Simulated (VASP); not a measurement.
Input:

```xyz
2
Lattice="0.0000 3.1343 3.1343 3.1343 0.0000 3.1343 3.1343 3.1343 0.0000" Properties=species:S:1:pos:R:3 pbc="T T T"
Zr     0.0000     0.0000     0.0000
Al     1.5672     1.5672     1.5672
```

Method: PBE GGA, VASP's PBE PAW potentials (set 64) (plane waves; VASP). Settings: 400 eV cut-off, 11×11×11 Γ-centred mesh, tetrahedra with Blöchl corrections, potentials Zr_sv Al.

Q: What does the run give for the energy per atom (σ→0), band gap (on the k-mesh) with the smallest direct gap where there is one?

A: 
```json
{
  "band gap (on the k-mesh)": "none (metal, semimetal or under 0.01 eV)",
  "energy per atom (σ→0)": "-4.839 eV/atom"
}
```

Total energies compare only between runs with the same potentials, cut-off and functional.

The structure was generated: ZrAl was put into the zinc blende type (F-43m), which need not be its known phase. It was relaxed first, which changed the volume by -23 %. The electron count is odd and the run is not spin-polarised, which forces a metal.
